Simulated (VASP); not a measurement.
The system is CeZn2Ni.

```xyz
4
Lattice="3.8644 0.0000 0.0000 0.0000 3.8644 0.0000 0.0000 0.0000 4.9193" Properties=species:S:1:pos:R:3 pbc="T T T"
Ce    0.0000    0.0000    0.0000
Zn    0.0000    1.9322    2.4596
Zn    1.9322    0.0000    2.4596
Ni    1.9322    1.9322    0.0000
```

The cell comes from a database or a generator and needn't be the stable form of this composition.

- Program: VASP 6.6.1
- Task: relaxation of cell and atoms
- Functional: PBEsol
- Potentials or basis: VASP PAW PBE potentials, release 64 (Ce, Zn, Ni)
- Cutoff: 600 eV
- k mesh: 5 × 5 × 5
- Occupations: fermi-dirac, width 0.05 eV
- Spin: collinear spin, ferromagnetic start
- Starting moments: [1.0, 0.0, 0.0, 1.0] μB
- Hubbard terms: Ce f U = 3 eV, Ni d U = 3 eV

At the start: pressure -4.6 GPa; volume 18.37 Å³/atom.

Where does the relaxation end?

Over 7 steps the energy falls by 15.5 meV/atom and the volume is 17.34 Å³/atom (-5.6 %); space group P4/mmm (No. 123, to 0.05 Å); moment 0.01 μB per cell.

Step by step:
```tsv
step	energy change (eV)	largest force (eV/Å)	pressure (GPa)	volume (Å³)
1	0.0000	0.0000	-4.57	73.46
2	-0.0540	0.0000	1.83	68.03
3	-0.0616	0.0000	-0.04	69.36
4	-0.0615	0.0000	0.11	69.28
5	-0.0618	0.0000	-0.05	69.39
6	-0.0618	0.0000	-0.11	69.43
7	-0.0619	0.0000	0.00	69.35
```

Final structure:
```yaml
crystal:
  lattice:
    - [3.79575, 0.00000, 0.00000]
    - [0.00000, 3.79575, 0.00000]
    - [0.00000, 0.00000, 4.81308]
  atoms:
    - { symbol: Ce, position: [0.00000, 0.00000, 0.00000] }
    - { symbol: Zn, position: [0.00000, 0.50000, 0.50000] }
    - { symbol: Zn, position: [0.50000, 0.00000, 0.50000] }
    - { symbol: Ni, position: [0.50000, 0.50000, 0.00000] }
```

Caveat: the magnetic or orbital state may not be the lowest; the PAW data sets were made with another functional, which shifts forces and pressure a little.
